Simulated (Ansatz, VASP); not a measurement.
# InPt3C: VASP beside Ansatz, part 3 of 3

Aim: how closely do two programs agree when they are given the same cell, functional and k mesh? The cell is taken from a series of runs on this material, whose earlier steps may have relaxed, scaled, displaced or heated it; both programs get it as it stands.

VASP 6.6.1 and Ansatz 0.2.0.

So far: The starting structure; Ansatz: relaxation of cell and atoms, PBEsol, pair 1; VASP: relaxation of cell and atoms, PBEsol, pair 1; Side by side; Ansatz: relaxation of cell and atoms, PBEsol, pair 2; VASP: relaxation of cell and atoms, PBEsol, pair 2.

### 8. Ansatz: relaxation of cell and atoms, PBEsol, pair 3

Level of this step: Ansatz beside VASP: Kohn-Sham DFT, plane waves, PBEsol (Ansatz).

The relaxed volume is the usual yardstick between codes: in a stiff, nearly cubic crystal its relative difference is about their pressure difference at one cell divided by the bulk modulus.

The cell is taken from a series of runs on this material, whose earlier steps may have relaxed, scaled, displaced or heated it; both programs get it as it stands.

Input file input.yaml:

```yaml
crystal:
  lattice:
    - [-4.1977651068, 0.0, 0.0]
    - [0.0, -4.1977651068, -4.1977651068]
    - [0.0, -4.1977651068, 4.1977651068]
  atoms:
    - { symbol: In, position: [0.0, 0.5, 0.5] }
    - { symbol: In, position: [0.0, 1.0, 1.0] }
    - { symbol: Pt, position: [0.5, 0.75, 0.25] }
    - { symbol: Pt, position: [0.5, 0.25, 0.75] }
    - { symbol: Pt, position: [0.5762310401, 0.75, 0.75] }
    - { symbol: Pt, position: [0.4237689599, 0.25, 0.25] }
    - { symbol: Pt, position: [1.0, 0.0, 0.5] }
    - { symbol: Pt, position: [1.0, 0.5, 0.0] }
    - { symbol: C, position: [0.5, 0.0, 0.5] }
    - { symbol: C, position: [0.5, 0.5, 0.0] }
kpoints:
  mp_grid: { grid: [8, 6, 6] }
hamiltonian:
  xc: pbesol
  pseudopotentials: { kind: paw, azcp: { folder: soft_1 }, xc_functional: pbe }
scf:
  occupations: { method: methfessel_paxton, width: 0.2 }
output:
  forces: true
  stress: true
  eigenvalues: true
relax:
  adjacent_minimum: "off"
  f_tol: 0.002
  max_steps: 120
  cell: { stress_tol: 0.03 }
```

The run is started by

```bash
> ansatz run input.yaml --threads 4 --pin off --max-ram 10240MiB --backend cpu --events-out ev --progress --plain --runs-dir out
```

Numbers of over 12 decimals in the logs are rounded to 6 here.

Log:

```text
[...]
Crystal: 10 atoms, lattice volume = 147.940 Å³
Basis set: ecut = 420 eV, 2871 PW (Γ), exchange–correlation on 60×80×80 points (8 copies of the dense FFT grid, shifted against one another)
Bands: 86, of which v1, the nominal top of the filled ones, is band 71 counted from 1 (70 counted from 0)
Symmetry: 8 space group operations
[...]
k-points: 65 of 288
[...]
- { symbol: Pt, position: [0.500000, 0.750000, 0.250000] }
    - { symbol: Pt, position: [0.500000, 0.250000, 0.750000] }
    - { symbol: Pt, position: [0.583193, 0.750000, 0.750000] }
    - { symbol: Pt, position: [0.416807, 0.250000, 0.250000] }
    - { symbol: Pt, position: [1.000000, 0.0, 0.500000] }
    - { symbol: Pt, position: [1.000000, 0.500000, 0.0] }
    - { symbol: C, position: [0.500000, 0.0, 0.500000] }
    - { symbol: C, position: [0.500000, 0.500000, 0.0] }
[key lines of the parts left out:]
SCF converged after 5 iterations
Free energy (F): -85854.669250 eV
Fermi energy:    19.193121 eV
P = ⅓ Tr σ = 0.0131 GPa (0.131 kbar)
```

### 9. VASP: relaxation of cell and atoms, PBEsol, pair 3

The same cell, functional, mesh and smearing now go to VASP, with its own data sets.

Input file INCAR:

```
SYSTEM = InPt3C
PREC = Accurate
ENCUT = 600
EDIFF = 1E-07
NELM = 120
ISMEAR = 1
SIGMA = 0.2
LREAL = .FALSE.
ALGO = Normal
GGA = PS
NBANDS = 58
LASPH = .TRUE.
LORBIT = 11
LWAVE = .FALSE.
LCHARG = .FALSE.
ISIF = 3
IBRION = 2
NSW = 80
EDIFFG = -0.005
GGA_COMPAT = .FALSE.
NELMIN = 4
KPAR = 2
```

Input file POSCAR:

```
InPt3C
1.0
   -4.1977650000      0.0000000000      0.0000000000
    0.0000000000     -4.1977650000     -4.1977650000
    0.0000000000     -4.1977650000      4.1977650000
In Pt C
2 6 2
Direct
    0.0000000000      0.5000000000      0.5000000000
    0.0000000000      0.0000000000      0.0000000000
    0.5000000000      0.7500000000      0.2500000000
    0.5000000000      0.2500000000      0.7500000000
    0.5762310420      0.7500000000      0.7500000000
    0.4237689580      0.2500000000      0.2500000000
    0.0000000000      0.0000000000      0.5000000000
    0.0000000000      0.5000000000      0.0000000000
    0.5000000000      0.0000000000      0.5000000000
    0.5000000000      0.5000000000      0.0000000000
```

Input file KPOINTS:

```
Automatic mesh
0
Gamma
8 6 6
0 0 0
```

The projector-augmented-wave data sets are In_d, Pt and C (PBE family, release 64).

The run is started by

```bash
> mpirun -np 2 vasp_std
```

Log:

```text
[... set-up lines as in an earlier step ...]
 entering main loop
       N       E                     dE             d eps       ncg     rms          rms(c)
DAV:   1     0.109419089117E+04    0.10942E+04   -0.46711E+04  7588   0.215E+03
DAV:   2     0.100818302684E+03   -0.99337E+03   -0.94556E+03  7926   0.558E+02
DAV:   3    -0.549800711113E+02   -0.15580E+03   -0.14083E+03  8094   0.190E+02
DAV:   4    -0.689643895036E+02   -0.13984E+02   -0.13274E+02 10320   0.554E+01
[...]
DAV:  15    -0.650305097154E+02    0.18266E-05   -0.47005E-06  8428   0.104E-02    0.398E-03
DAV:  16    -0.650305095719E+02    0.14351E-06   -0.98837E-07  8680   0.524E-03    0.142E-03
DAV:  17    -0.650305095463E+02    0.25556E-07   -0.60134E-08  4186   0.164E-03
   1 F= -.65030510E+02 E0= -.65030361E+02  d E =-.650305E+02
[... from here on, the cycles between the ionic steps are left out ...]
   2 F= -.65049132E+02 E0= -.65049135E+02  d E =-.186220E-01
   3 F= -.65052363E+02 E0= -.65052281E+02  d E =-.218533E-01
   4 F= -.65074475E+02 E0= -.65074704E+02  d E =-.221126E-01
   5 F= -.65076792E+02 E0= -.65077193E+02  d E =-.244295E-01
   6 F= -.65076798E+02 E0= -.65077210E+02  d E =-.244352E-01
   7 F= -.65077590E+02 E0= -.65078079E+02  d E =-.791768E-03
   8 F= -.65078266E+02 E0= -.65078894E+02  d E =-.146802E-02
   9 F= -.65078215E+02 E0= -.65078841E+02  d E =0.507654E-04
  10 F= -.65078325E+02 E0= -.65078952E+02  d E =-.590475E-04
  11 F= -.65078364E+02 E0= -.65078982E+02  d E =-.392687E-04
 trial-energy change:   -0.000039  1 .order   -0.000039   -0.000055   -0.000023
 step:   1.5815(harm=  1.5815)  dis= 0.00147  next Energy=   -65.078372 (dE=-0.473E-04)
 reached required accuracy - stopping structural energy minimisation
```

From OUTCAR (step 9):

```text
  Total       -0.0144896      0.0256888      0.0359258      0.0000000      0.0000000      0.0000000
  in kB       -0.1557490      0.2761305      0.3861688      0.0000000      0.0000000      0.0000000
  external PRESSURE =       0.1688501 kB  Pullay stress =       0.0000000 kB

 POSITION                                       TOTAL-FORCE (eV/Angst)
 -----------------------------------------------------------------------------------
      0.00000     -4.22835      0.00000        -0.000000     -0.000000      0.000000
     -0.00000     -0.00000     -0.00000         0.000000     -0.000000      0.000000
     -2.14057     -4.22835     -2.05849         0.000000     -0.000000      0.000000
     -2.14057     -4.22835      2.05849        -0.000000     -0.000000      0.000000
     -2.49779     -6.34252      0.00000        -0.003902      0.000000      0.000000
     -1.78336     -2.11417      0.00000         0.003902     -0.000000      0.000000
     -4.28115     -2.11417      2.05849        -0.000000     -0.000000      0.000000
      0.00000     -2.11417     -2.05849         0.000000     -0.000000     -0.000000
     -2.14057     -2.11417      2.05849        -0.000000     -0.000000      0.000000
     -2.14057     -2.11417     -2.05849        -0.000000     -0.000000      0.000000
 -----------------------------------------------------------------------------------
    total drift:                               -0.000000     -0.000000      0.000000

  FREE ENERGIE OF THE ION-ELECTRON SYSTEM (eV)
  ---------------------------------------------------
  free  energy   TOTEN  =       -65.0783643243 eV

  energy  without entropy=      -65.0802169869  energy(sigma->0) =      -65.07898188

[... 2 parts as in an earlier step ...]

[... 2 further parts left out ...]
[key lines of the parts left out:]
E-fermi :  10.5475
```

### 10. Differences

What differs besides the data sets and the points named for the pairs above, as far as they apply: the data sets hold 142 valence electrons in Ansatz (on its PAW soft_1 files) and 94 in VASP. Total energies have different zeros and are not compared.

Both answers:

| quantity | Ansatz | VASP | difference |
| --- | --- | --- | --- |
| volume (Å³) | 148.94 | 149.05 | -0.08 % |
| edge a after relaxation, in the typed setting (Å) | 4.279 | 4.281 | -0.04 % |
| edge b after relaxation, in the typed setting (Å) | 5.900 | 5.902 | -0.02 % |

### 11. Summary of results

| Quantity | Value |
| --- | --- |
| difference in volume (relaxation of cell and atoms, PBEsol, pair 1) | -0.064 % |
| difference in volume (relaxation of cell and atoms, PBEsol, pair 2) | -0.078 % |
| difference in volume (relaxation of cell and atoms, PBEsol, pair 3) | -0.078 % |

In words: The difference in volume is -0.078 % (relaxation of cell and atoms, PBEsol, pair 3), within the 1.2 % picked in this series as the mark of a large difference, as far as the stopping tolerances let one tell. The data sets hold unlike numbers of valence electrons (142 in Ansatz and 94 in VASP), so part of the differences may come from the potentials. 3 further pairs of this series are not shown here. Such differences can come from data sets, numerical settings and the points named under the comparisons, not from the functional's error against experiment.

[Lines on the potential files, build, host, timing and source positions are cut from VASP's logs without a mark.]

[Logs are printed without paths, hosts, clocks, repeated set-up lines and the standing remarks that a program may print on its own settings, such as how far it seeks lower states.]

[Hosts, paths, dates, database ids (printed as entryN), source tags and the programs' standing remarks are cut or masked in the printed files.]
